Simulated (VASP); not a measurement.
Computed with revPBE GGA, VASP's PBE PAW potentials (set 64) (plane waves; VASP 6.6.1).

A VASP calculation is set up with these files.

### POSCAR
```
PtS2
1
    1.7938274408    -3.1070003405     0.0000000000
    1.7938274408     3.1070003405     0.0000000000
    0.0000000000     0.0000000000     7.5252536813
Pt S
1 2
Direct
  0.0000000000   0.0000000000   0.0000000000
  0.3333330000   0.6666670000   0.1634484932
  0.6666670000   0.3333330000   0.8365515068
```

**INCAR**
```
SYSTEM=PtS2
PREC=Accurate; ENCUT=520; LREAL=.FALSE.
LASPH=.TRUE.
EDIFF=1E-7; NELM=100; ALGO=Normal
LMAXMIX=6
ISMEAR=-5
GGA=RE
ISIF=2
LWAVE=.FALSE.; LCHARG=.TRUE.; LORBIT=11
NEDOS=601
LEFG=.TRUE.
```

KPOINTS:
```
Automatic mesh
0
Gamma
8 8 4
0 0 0
```

POTCAR, in this order: Pt S (PBE.64 set). Program: vasp_std.

Without a dispersion term in the relaxation, distances and binding between the weakly bound layers, chains or molecules are unreliable, and so is what depends on them.

Question: Estimate the energy per atom (σ→0).

Answer: 
- energy per atom (σ→0) = -4.814 eV/atom

OSZICAR:
```
...
DAV:  10    -0.144408443457E+02   -0.46073E-03   -0.28788E-03  1358   0.385E-01    0.948E-02
DAV:  11    -0.144409031592E+02   -0.58813E-04   -0.10362E-04  1397   0.955E-02    0.504E-02
DAV:  12    -0.144409116552E+02   -0.84960E-05   -0.29661E-05  1351   0.471E-02    0.152E-02
DAV:  13    -0.144409132929E+02   -0.16376E-05   -0.49789E-06  1408   0.179E-02    0.495E-03
DAV:  14    -0.144409136309E+02   -0.33803E-06   -0.57133E-07  1309   0.605E-03    0.163E-03
DAV:  15    -0.144409137790E+02   -0.14810E-06   -0.17417E-08  1141   0.110E-03    0.372E-04
DAV:  16    -0.144409137940E+02   -0.15013E-07   -0.11645E-08   896   0.104E-03
   1 F= -.14440914E+02 E0= -.14440914E+02  d E =0.000000E+00
```

The compound is PtS2 in the 1T layered structure. It was relaxed first, which changed the volume by +53 %.
